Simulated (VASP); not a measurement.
Data:

```
CELL_PARAMETERS angstrom
     -1.85334     1.85334     6.27451
      1.85334    -1.85334     6.27451
      1.85334     1.85334    -6.27451
ATOMIC_POSITIONS crystal
  Nb 0.75000 0.75000 0.00000
  Nb 0.50000 0.00000 0.50000
  Te 0.16600 0.16600 0.00000
  Te 0.91600 0.41600 0.50000
```

All values below come from PBE GGA, VASP's PBE PAW potentials (set 64) (plane waves; VASP). Settings: 400 eV cut-off, 8×8×8 Γ-centred mesh, Gaussian smearing of 0.050 eV, potentials Nb_sv Te.

Which forces act on the atoms, in eV/Å?

```csv
atom,Fx,Fy,Fz
Nb1,0.000,0.000,-0.309
Nb2,0.000,0.000,-0.309
Te3,0.000,0.000,0.309
Te4,0.000,0.000,0.309
```

Give the stress tensor in GPa (positive for a compressed cell).

```
0.54  0.00  0.00
0.00  0.54  0.00
0.00  0.00  2.41
```
The pressure is its mean diagonal, 1.17 GPa.

The structure was generated: NbTe was put into the NbAs type (I4_1md), which need not be its known phase. The cell was not relaxed at this level.
